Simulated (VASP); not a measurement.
**GW on C (Diamond): a test of the settings**

How far does the GW correction to the gap of C (Diamond) depend on the settings? The starting structure is a measured crystal structure from the Crystallography Open Database. Cell and atoms stay as given.

Main program and level: VASP 6.6.1; GW on LDA orbitals, with plane waves and PAW data sets made for GW.

### Step 1. Starting point

Symmetry: Fd-3m, No. 227, cubic system. The conventional cell has a = 3.567 Å, b = 3.567 Å, c = 3.567 Å, α = 90.00°, β = 90.00°, γ = 90.00°. C has 4 C at 1.54 Å nearest.

### Step 2. G0W0 (response cutoff 100 eV, 5×5×5 mesh)

It reads the orbitals and their derivatives (WAVECAR and WAVEDER) of a run with the empty bands, which follows a ground-state run; neither is shown.

The input, INCAR:

```
SYSTEM = C
PREC = Accurate
ENCUT = 440
ISMEAR = 0
SIGMA = 0.01
LREAL = .FALSE.
GGA = CA
NBANDS = 28
ALGO = EVGW0
NELMGW = 1
ENCUTGW = 100
NOMEGA = 40
PRECFOCK = Fast
NBANDSGW = 12
LWAVE = .FALSE.
LCHARG = .FALSE.
```

The input, POSCAR:

```
C
1.0
    0.0000000000      1.7833700000      1.7833700000
    1.7833700000      0.0000000000      1.7833700000
    1.7833700000      1.7833700000      0.0000000000
C
2
Direct
    0.7500000000      0.7500000000      0.7500000000
    0.5000000000      0.5000000000      0.5000000000
```

The input, KPOINTS:

```
Automatic mesh
0
Gamma
5 5 5
0 0 0
```

PAW data sets: C_GW (LDA family, release 64).

Launch:

```console
mpirun -np 4 vasp_std
```

Log:

```text
[banner, memory and clock lines left out]
running    4 mpi-ranks, on    1 nodes
 distrk:  each k-point on    4 cores,    1 groups
 distr:  one band on    1 cores,    4 groups

 POSCAR found type information on POSCAR C
 POSCAR found :  1 types and       2 ions
|                                                                             |
|           W    W    AA    RRRRR   N    N  II  N    N   GGGG   !!!           |
|           W    W   A  A   R    R  NN   N  II  NN   N  G    G  !!!           |
|           W    W  A    A  R    R  N N  N  II  N N  N  G       !!!           |
|           W WW W  AAAAAA  RRRRR   N  N N  II  N  N N  G  GGG   !            |
|           WW  WW  A    A  R   R   N   NN  II  N   NN  G    G                |
|           W    W  A    A  R    R  N    N  II  N    N   GGGG   !!!           |
|                                                                             |
|     The default for ENCUTGWSOFT is different in this version of VASP.       |
|     please manually set ENCUTGWSOFT =100 in the INCAR file.                 |
|                                                                             |

 LDA part: xc-table for (Slater(with rela. corr.)+CA(PZ))
 , standard interpolation
 found WAVECAR, reading the header
 POSCAR, INCAR and KPOINTS ok, starting setup
 FFT: planning ... GRIDC
 FFT: planning ... GRID_SOFT
 FFT: planning ... GRID
 reading WAVECAR
 the WAVECAR file was read successfully
 initial charge from wavefunction
 available memory per node:     96.89 GB, setting MAXMEM to     99217

 The Fermi energy was updated, please check that it is located mid-gap
 values below the HOMO (VB) or above the LUMO (CB) will cause erroneous energies
 E-fermi :  11.8345

 calculate exact exchange contribution
 the WAVEDER file was read successfully
energies w=
    0.000    0.000    1.541    0.000    3.072    0.000    4.586    0.000
    6.076    0.000    7.538    0.000    8.968    0.000   10.365    0.000
   11.733    0.000   13.072    0.000   14.388    0.000   15.685    0.000
   16.970    0.000   18.248    0.000   19.528    0.000   20.817    0.000
   22.124    0.000   23.458    0.000   24.831    0.000   26.254    0.000
   27.742    0.000   29.312    0.000   30.982    0.000   32.778    0.000
   34.728    0.000   36.870    0.000   39.253    0.000   41.935    0.000
   45.001    0.000   48.558    0.000   52.764    0.000   57.835    0.000
   64.099    0.000   72.057    0.000   82.528    0.000   96.936    0.000
  118.001    0.000  151.638    0.000  213.610    0.000  364.642    0.000
 responsefunction array rank=      32
 LDA part: xc-table for (Slater(with rela. corr.)+CA(PZ))
 , standard interpolation

 min. memory requirement per mpi rank     41.9 MB, per node    167.6 MB

 allocating  10 responsefunctions rank=    32
 shmem allocating  40 responsefunctions rank=    32
 response function shared by NCSHMEM nodes    1
 Doing           10  frequencies on each core in blocks of           40
NQ=   1    0.0000    0.0000    0.0000,
|.........|.........|.........|.........|.........|.........|.........|.........
 performed         30000 updates of chi_q(r,r)
 total number of BLAS operations          0.18 Gflops
NQ=   2    0.2000    0.0000    0.0000,
|.........|.........|.........|.........|.........|.........|.........|.........
 performed         89000 updates of chi_q(r,r)
 total number of BLAS operations          0.45 Gflops
NQ=   3    0.4000    0.0000    0.0000,
|.........|.........|.........|.........|.........|.........|.........|.........
 performed        148000 updates of chi_q(r,r)
 total number of BLAS operations          0.68 Gflops
NQ=   4    0.2000    0.2000    0.0000,
|.........|.........|.........|.........|.........|.........|.........|.........
 performed        207000 updates of chi_q(r,r)
 total number of BLAS operations          0.94 Gflops
NQ=   5    0.4000    0.2000    0.0000,
|.........|.........|.........|.........|.........|.........|.........|.........
 performed        298000 updates of chi_q(r,r)
 total number of BLAS operations          1.43 Gflops
NQ=   6   -0.4000    0.2000    0.0000,
|.........|.........|.........|.........|.........|.........|.........|.........
 performed        389000 updates of chi_q(r,r)
 total number of BLAS operations          1.93 Gflops
NQ=   7   -0.2000    0.2000    0.0000,
|.........|.........|.........|.........|.........|.........|.........|.........
 performed        470000 updates of chi_q(r,r)
 total number of BLAS operations          2.37 Gflops
NQ=   8    0.4000    0.4000    0.0000,
|.........|.........|.........|.........|.........|.........|.........|.........
 performed        529000 updates of chi_q(r,r)
 total number of BLAS operations          2.62 Gflops
NQ=   9   -0.4000    0.4000    0.0000,
|.........|.........|.........|.........|.........|.........|.........|.........
 performed        610000 updates of chi_q(r,r)
 total number of BLAS operations          3.00 Gflops
NQ=  10   -0.4000    0.4000    0.2000,
|.........|.........|.........|.........|.........|.........|.........|.........
 performed        712000 updates of chi_q(r,r)
 total number of BLAS operations          3.69 Gflops
 resolving degeneracies of screened two electron integrals

 calculate QP shifts <psi_nk| G(iteration)W_0 |psi_nk>: iteration 1
 entering main loop
```

The job ended after 5 s (4 MPI ranks of Intel Xeon 6975P-C (Granite Rapids), shared host; peak memory 0.39 GiB).

Lines that name or quote the potential files are left out of all logs, and their timing lines are given in words.

OUTCAR, selected parts (step 2):

```text
ion  position               nearest neighbor table
   1  0.750  0.750  0.750-   2 1.54   2 1.54   2 1.54   2 1.54
   2  0.500  0.500  0.500-   1 1.54   1 1.54   1 1.54   1 1.54

  LATTYP: Found a face centered cubic cell.
 ALAT       =     3.5667400000

 Subroutine GETGRP returns: Found 48 space group operations
 (whereof 24 operations were pure point group operations)

The static configuration has the point symmetry T_d .
 The point group associated with its full space group is O_h .

 Found     10 irreducible k-points:

   k-points           NKPTS =     10   k-points in BZ     NKDIM =    125   number of bands    NBANDS=     28

   dimension x,y,z NGX =    18 NGY =   18 NGZ =   18
   dimension x,y,z NGXF=    36 NGYF=   36 NGZF=   36

   ENCUT  =  440.0 eV  32.34 Ry    5.69 a.u.   4.31  4.31  4.31*2*pi/ulx,y,z

   NELECT =       8.0000    total number of electrons

  energy-cutoff  :      440.00
  volume of cell :       11.34
      direct lattice vectors                 reciprocal lattice vectors
     0.000000000  1.783370000  1.783370000    -0.280368067  0.280368067  0.280368067
     1.783370000  0.000000000  1.783370000     0.280368067 -0.280368067  0.280368067
     1.783370000  1.783370000  0.000000000     0.280368067  0.280368067 -0.280368067

 k-points in reciprocal lattice and weights: Automatic mesh
   0.00000000  0.00000000  0.00000000       0.008
   0.20000000  0.00000000  0.00000000       0.064
   0.40000000  0.00000000  0.00000000       0.064
   0.20000000  0.20000000  0.00000000       0.048
   0.40000000  0.20000000  0.00000000       0.192
  -0.40000000  0.20000000  0.00000000       0.192
  -0.20000000  0.20000000  0.00000000       0.096
   0.40000000  0.40000000  0.00000000       0.048
  -0.40000000  0.40000000  0.00000000       0.096
  -0.40000000  0.40000000  0.20000000       0.192

 E-fermi :  11.8345

 QP shifts <psi_nk| G(iteration)W_0 |psi_nk>: iteration 1
 for sc-GW calculations column KS-energies equals QP-energies in previous step
 and V_xc(KS)=  KS-energies - (<T + V_ion + V_H > + <T+V_H+V_ion>^1  + <V_x>^1)
 k-point   1 :       0.0000    0.0000    0.0000
  band No.  KS-energies  QP-energies   sigma(KS)   V_xc(KS)     V^pw_x(r,r')   Z            occupation Imag(sigma)
      1     -11.5486     -12.8984     -16.5414     -14.7756     -25.3221       0.7644       2.0000       1.5635
      2       9.7691       9.8488     -16.8934     -16.9898     -19.2530       0.8267       2.0000       0.1020
      3       9.7691       9.8488     -16.8934     -16.9898     -19.2530       0.8267       2.0000       0.1020
      4       9.7691       9.8488     -16.8934     -16.9898     -19.2530       0.8267       2.0000       0.1020
      5      15.3128      16.9957     -13.7374     -15.7843      -9.2470       0.8222       0.0000      -0.1367
      6      15.3128      16.9957     -13.7374     -15.7843      -9.2470       0.8222       0.0000      -0.1367
      7      15.3128      16.9957     -13.7374     -15.7843      -9.2470       0.8222       0.0000      -0.1367
      8      23.3221      24.7564     -14.4167     -16.2635      -7.6526       0.7766       0.0000      -0.3171
    ...

 k-point   2 :       0.2000    0.0000    0.0000
  band No.  KS-energies  QP-energies   sigma(KS)   V_xc(KS)     V^pw_x(r,r')   Z            occupation Imag(sigma)
      1     -10.4474     -11.7231     -16.5352     -14.8553     -25.0442       0.7594       2.0000       1.4053
      2       4.9413       4.5232     -16.5530     -16.0346     -20.0729       0.8064       2.0000       0.1661
      3       8.4539       8.4228     -16.7584     -16.7206     -19.3931       0.8233       2.0000       0.1138
      4       8.4539       8.4228     -16.7584     -16.7206     -19.3931       0.8233       2.0000       0.1138
      5      17.0187      18.8188     -13.8057     -16.0105      -8.9144       0.8164       0.0000      -0.1569
      6      17.0187      18.8188     -13.8057     -16.0105      -8.9144       0.8164       0.0000      -0.1569
      7      17.5209      19.1087     -13.9669     -15.9143      -9.0417       0.8153       0.0000      -0.1617
      8      24.0328      25.7106     -13.9051     -16.0665      -7.0053       0.7763       0.0000      -0.3424
    ...

 k-point   3 :       0.4000    0.0000    0.0000
  band No.  KS-energies  QP-energies   sigma(KS)   V_xc(KS)     V^pw_x(r,r')   Z            occupation Imag(sigma)
      1      -7.2722      -8.4124     -16.6741     -15.1704     -24.3533       0.7583       2.0000       0.9867
      2      -1.5766      -2.4151     -16.3195     -15.2311     -21.9115       0.7704       2.0000       0.4083
      3       7.1627       6.9943     -16.8199     -16.6140     -19.8931       0.8182       2.0000       0.1317
      4       7.1627       6.9943     -16.8199     -16.6140     -19.8931       0.8182       2.0000       0.1317
      5      18.1167      19.9157     -13.3628     -15.5629      -8.1467       0.8177       0.0000      -0.1713
      6      18.1167      19.9157     -13.3628     -15.5629      -8.1467       0.8177       0.0000      -0.1713
      7      18.6631      19.9938     -14.0275     -15.6683      -8.7232       0.8110       0.0000      -0.1826
      8      25.0692      26.8918     -12.4455     -14.7741      -5.4136       0.7827       0.0000      -0.3696
    ...

 k-point   4 :       0.2000    0.2000    0.0000
  band No.  KS-energies  QP-energies   sigma(KS)   V_xc(KS)     V^pw_x(r,r')   Z            occupation Imag(sigma)
      1     -10.0819     -11.3406     -16.5340     -14.8814     -24.9494       0.7616       2.0000       1.3586
      2       6.5539       6.3510     -16.5445     -16.2957     -19.6012       0.8153       2.0000       0.1359
      3       6.5539       6.3510     -16.5445     -16.2957     -19.6012       0.8153       2.0000       0.1359
      4       6.7788       6.4378     -17.1108     -16.6919     -20.3786       0.8140       2.0000       0.1414
      5      14.4597      15.8633     -13.3907     -15.0915      -8.9774       0.8252       0.0000      -0.1312
      6      19.7321      21.7441     -14.0436     -16.5402      -8.5259       0.8059       0.0000      -0.2012
      7      19.7321      21.7441     -14.0436     -16.5402      -8.5259       0.8059       0.0000      -0.2012
      8      21.5804      22.9813     -12.6051     -14.3424      -6.6016       0.8063       0.0000      -0.2348
    ...

[... 4 further parts left out ...]
```

G0W0 (response cutoff 100 eV, 5×5×5 mesh): the quasiparticle gap on this mesh is 5.179 eV, +1.048 eV from the LDA gap on the same points, with 28 bands.

### Step 3. G0W0 (response cutoff 160 eV, 5×5×5 mesh)

It reads the orbitals and their derivatives (WAVECAR and WAVEDER) of a run with the empty bands, which follows a ground-state run; neither is shown.

Changes to INCAR since step 2:

```diff
@@ -7,6 +7,6 @@
 GGA = CA
-NBANDS = 28
+NBANDS = 56
 ALGO = EVGW0
 NELMGW = 1
-ENCUTGW = 100
+ENCUTGW = 160
 NOMEGA = 40
```

POSCAR is that of step 2.

KPOINTS is that of step 2.

Launch:

```console
mpirun -np 4 vasp_std
```

Log:

```text
[banner, memory and clock lines left out]
running    4 mpi-ranks, on    1 nodes
[...]
|                                                                             |
|           W    W    AA    RRRRR   N    N  II  N    N   GGGG   !!!           |
|           W    W   A  A   R    R  NN   N  II  NN   N  G    G  !!!           |
|           W    W  A    A  R    R  N N  N  II  N N  N  G       !!!           |
|           W WW W  AAAAAA  RRRRR   N  N N  II  N  N N  G  GGG   !            |
|           WW  WW  A    A  R   R   N   NN  II  N   NN  G    G                |
|           W    W  A    A  R    R  N    N  II  N    N   GGGG   !!!           |
|                                                                             |
|     The default for ENCUTGWSOFT is different in this version of VASP.       |
|     please manually set ENCUTGWSOFT =160 in the INCAR file.                 |
|                                                                             |

 LDA part: xc-table for (Slater(with rela. corr.)+CA(PZ))
[...]
total number of BLAS operations         14.08 Gflops
NQ=   6   -0.4000    0.2000    0.0000,
|.........|.........|.........|.........|.........|.........|.........|.........
 performed        808000 updates of chi_q(r,r)
 total number of BLAS operations         17.68 Gflops
NQ=   7   -0.2000    0.2000    0.0000,
|.........|.........|.........|.........|.........|.........|.........|.........
 performed        974000 updates of chi_q(r,r)
 total number of BLAS operations         21.71 Gflops
NQ=   8    0.4000    0.4000    0.0000,
|.........|.........|.........|.........|.........|.........|.........|.........
 performed       1097000 updates of chi_q(r,r)
 total number of BLAS operations         24.37 Gflops
NQ=   9   -0.4000    0.4000    0.0000,
|.........|.........|.........|.........|.........|.........|.........|.........
 performed       1263000 updates of chi_q(r,r)
 total number of BLAS operations         27.97 Gflops
NQ=  10   -0.4000    0.4000    0.2000,
|.........|.........|.........|.........|.........|.........|.........|.........
 performed       1472000 updates of chi_q(r,r)
 total number of BLAS operations         32.15 Gflops
 resolving degeneracies of screened two electron integrals

 calculate QP shifts <psi_nk| G(iteration)W_0 |psi_nk>: iteration 1
 entering main loop
[key lines of the parts left out:]
E-fermi :  11.8345
```

The job ended after 6.6 s (4 MPI ranks; peak memory 0.45 GiB; 20 s of CPU time).

From OUTCAR (step 3):

```text
 QP shifts <psi_nk| G(iteration)W_0 |psi_nk>: iteration 1
 for sc-GW calculations column KS-energies equals QP-energies in previous step
 and V_xc(KS)=  KS-energies - (<T + V_ion + V_H > + <T+V_H+V_ion>^1  + <V_x>^1)
 k-point   1 :       0.0000    0.0000    0.0000
  band No.  KS-energies  QP-energies   sigma(KS)   V_xc(KS)     V^pw_x(r,r')   Z            occupation Imag(sigma)
      1     -11.5486     -13.1808     -16.9073     -14.7756     -25.3221       0.7657       2.0000       1.5221
      2       9.7691       9.3859     -17.4545     -16.9898     -19.2530       0.8248       2.0000       0.0990
      3       9.7691       9.3859     -17.4545     -16.9898     -19.2530       0.8248       2.0000       0.0990
      4       9.7691       9.3859     -17.4545     -16.9898     -19.2530       0.8248       2.0000       0.0990
      5      15.3128      16.6468     -14.1549     -15.7843      -9.2470       0.8187       0.0000      -0.1240
      6      15.3128      16.6468     -14.1549     -15.7843      -9.2470       0.8187       0.0000      -0.1240
      7      15.3128      16.6468     -14.1549     -15.7843      -9.2470       0.8187       0.0000      -0.1240
      8      23.3221      24.2963     -14.9974     -16.2635      -7.6526       0.7695       0.0000      -0.3127
    ...

[... 1 part as in an earlier step ...]

[... 2 further parts left out ...]
[key lines of the parts left out:]
E-fermi :  11.8345
```

G0W0 (response cutoff 160 eV, 5×5×5 mesh): the quasiparticle gap on this mesh is 5.350 eV, +1.219 eV from the LDA gap on the same points, with 56 bands.

(Continued in part 2 of 3.)

[Lines on the potential files, build, host, timing and source positions are cut from VASP's logs without a mark.]

[Logs are printed without paths, hosts, clocks, repeated set-up lines and the standing remarks that a program may print on its own settings, such as how far it seeks lower states.]

[Hosts, paths, dates, database ids (printed as entryN), source tags and the programs' standing remarks are cut or masked in the printed files.]
